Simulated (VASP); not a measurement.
VASP input:

### KPOINTS
```
Regular mesh
0
gamma
6 6 3
0 0 0
```

**POSCAR**
```
AlP
1
    3.8384382814     0.0000000000     0.0000000000
   -1.9192191407     3.3241852322    -0.0000000000
    0.0000000000     0.0000000000     6.2972716929
Al P
2 2
Direct
  0.3333330000   0.6666670000   0.0000445668
  0.6666670000   0.3333330000   0.5000445668
  0.3333330000   0.6666670000   0.3749554332
  0.6666670000   0.3333330000   0.8749554332
```

### INCAR
```
# general
SYSTEM = AlP
PREC   = Accurate
ENCUT  = 400   # plane-wave cut-off (eV)
LREAL  = .FALSE.   # projection in real space or not
LASPH  = .TRUE.   # aspherical one-centre terms

# electronic loop
EDIFF  = 1E-6
NELM   = 100   # most electronic steps
ALGO   = Normal

# smearing
ISMEAR = 0   # Gaussian
SIGMA  = 0.05   # width (eV)

# ions
IBRION = 2
NSW    = 60
ISIF   = 3   # ions, shape and volume
EDIFFG = -0.02

# output
LWAVE  = .FALSE.
LCHARG = .FALSE.
```

POTCAR, in this order: Al P (LDA.64 set). Program: vasp_std.

Translate this LDA calculation to Quantum ESPRESSO's pw.x.

One equivalent input (not run):
```
&CONTROL
  calculation = 'vc-relax'
  pseudo_dir = './pseudo'
  outdir = './out'
  tprnfor = .true.
  tstress = .true.
  nstep = 60
  forc_conv_thr = 0.00078
/
&SYSTEM
  ibrav = 0
  nat = 4
  ntyp = 2
  ecutwfc = 48
  occupations = 'smearing'
  smearing = 'gaussian'
  degauss = 0.003675
  input_dft = 'pz'
/
&ELECTRONS
  conv_thr = 7.3e-08
  electron_maxstep = 100
/
&IONS
/
&CELL
/
ATOMIC_SPECIES
  Al 26.982 Al.upf
  P 30.974 P.upf
CELL_PARAMETERS angstrom
     3.8384383    0.0000000    0.0000000
    -1.9192191    3.3241852   -0.0000000
     0.0000000    0.0000000    6.2972717
ATOMIC_POSITIONS crystal
  Al   0.3333330  0.6666670  0.0000446
  Al   0.6666670  0.3333330  0.5000446
  P    0.3333330  0.6666670  0.3749554
  P    0.6666670  0.3333330  0.8749554
K_POINTS automatic
  6 6 3 0 0 0
```
The two are equivalent in intent, not identical: the potentials are each code's own (VASP's PAW set, PseudoDojo norm-conserving files in pw.x), so ENCUT and ecutwfc are chosen apart and not converted; conv_thr bounds pw.x's estimated SCF error, while EDIFF bounds the energy change between steps; forc_conv_thr acts on force components and is met together with etot_conv_thr.

The structure comes from a computed database's AlP entry (P6_3mc); how it stands against other phases isn't given here. It was relaxed first. The start is the result of an earlier pass.
